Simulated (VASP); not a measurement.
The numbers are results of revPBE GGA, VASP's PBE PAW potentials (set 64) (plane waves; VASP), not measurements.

VASP input:

INCAR:
```
# general
SYSTEM   =  Re
PREC     =  Accurate
ENCUT    =  520
LREAL    =  .FALSE.
LASPH    =  .TRUE.

# electronic loop
EDIFF    =  1E-7
NELM     =  100
ALGO     =  Normal
LMAXMIX  =  6

# smearing
ISMEAR   =  1
SIGMA    =  0.1

# functional
GGA      =  RE

# ions
IBRION   =  2
NSW      =  30
ISIF     =  4
EDIFFG   =  -0.01

# output
LWAVE    =  .FALSE.
LCHARG   =  .FALSE.
```

KPOINTS:
```
Automatic
0
G
 15 15 8
```

POSCAR:
```
Re
1
    1.3764845787    -2.3841411102     0.0000000000
    1.3764845787     2.3841411102     0.0000000000
    0.0000000000     0.0000000000     4.4459385344
Re
2
Direct
  0.3333330000   0.6666670000   0.2500000000
  0.6666670000   0.3333330000   0.7500000000
```

POTCAR, in this order: Re (PBE.64 set). Program: vasp_std.

Unless said otherwise, spin-orbit coupling is left out, though it shifts the bands of the heavy elements here.

Problem. What does the run give for the energy per atom (σ→0), band gap (on the k-mesh)?

Solution. 
- energy per atom (σ→0) = -11.926 eV/atom
- band gap (on the k-mesh) = none (metal, semimetal or under 0.01 eV)

File OSZICAR:
```
...
       N       E                     dE             d eps       ncg     rms          rms(c)
DAV:   1    -0.238522758137E+02   -0.12905E-02   -0.66775E-02  4477   0.961E+00    0.137E-01
DAV:   2    -0.238517611696E+02    0.51464E-03   -0.74694E-04  5468   0.365E-01    0.683E-02
DAV:   3    -0.238516028312E+02    0.15834E-03   -0.34246E-04  5700   0.269E-01    0.127E-02
DAV:   4    -0.238516033823E+02   -0.55117E-06   -0.10050E-05  4731   0.362E-02    0.457E-03
DAV:   5    -0.238516032679E+02    0.11447E-06   -0.61807E-08  2716   0.121E-02    0.166E-03
DAV:   6    -0.238516032650E+02    0.29049E-08   -0.28397E-08  2342   0.538E-03
   3 F= -.23851603E+02 E0= -.23851856E+02  d E =-.392111E-03
```

The compound is Re in the hcp structure. This cell is one point of a volume scan, at 0.97 of the reference volume. Symmetry was kept, so distortions that lower it aren't found.
